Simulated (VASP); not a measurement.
The cell holds one MgO (rock salt) (100) slab, with vacuum along c, ions free to move until forces fall under 0.03 eV/Å, no reconstruction beyond this cell, dipole correction on. Ionisation potential and electron affinity count from the cell's own band edges, surface states included.

```yaml
crystal:
  lattice:
    - [3.00305, 0.00000, 0.00000]
    - [0.00000, 3.00305, 0.00000]
    - [0.00000, 0.00000, 27.87249]
  atoms:
    - { symbol: O, position: [0.00000, 0.50000, 0.30859] }
    - { symbol: O, position: [0.00000, 0.50000, 0.46192] }
    - { symbol: O, position: [0.50000, 0.00000, 0.38589] }
    - { symbol: O, position: [0.00000, 0.50000, 0.61411] }
    - { symbol: O, position: [0.50000, 0.00000, 0.53808] }
    - { symbol: O, position: [0.50000, 0.00000, 0.69141] }
    - { symbol: Mg, position: [0.50000, 0.00000, 0.31041] }
    - { symbol: Mg, position: [0.00000, 0.50000, 0.38556] }
    - { symbol: Mg, position: [0.50000, 0.00000, 0.46191] }
    - { symbol: Mg, position: [0.00000, 0.50000, 0.53809] }
    - { symbol: Mg, position: [0.50000, 0.00000, 0.61444] }
    - { symbol: Mg, position: [0.00000, 0.50000, 0.68959] }
```

Level of theory: PBE GGA, VASP's PBE PAW potentials (set 64) (plane waves; VASP). Settings: 450 eV cut-off, 7×7×1 Γ-centred mesh, Gaussian smearing of 0.050 eV, potentials O Mg.

```json
{
  "surface_energy": "0.90 J/m²",
  "ionisation_potential": "5.22 eV",
  "electron_affinity": "1.61 eV",
  "band gap (on the k-mesh)": "3.61 eV"
}
```

The cell is a thin slab with vacuum, built from MgO (rock salt): (100) face.
